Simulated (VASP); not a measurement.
```
ZrS2
1.0
    1.88996    -3.27350     0.00000
    1.88996     3.27350     0.00000
    0.00000     0.00000     6.02861
Zr S
1 2
Direct
  0.00000   0.00000   0.00000
  0.33333   0.66667   0.24061
  0.66667   0.33333   0.75939
```

The numbers are results of vdW-DF2, VASP's PBE PAW potentials (set 64) (plane waves; VASP 6.6.1), not measurements. Settings: 520 eV cut-off, 8×8×4 Γ-centred mesh, tetrahedra with Blöchl corrections, potentials Zr_sv S.

Task: Predict the energy per atom (σ→0).

Result: 
- energy per atom (σ→0) = -4.967 eV/atom

The compound is ZrS2 in the 1T layered structure. It was relaxed first, which changed the volume by +10 %.
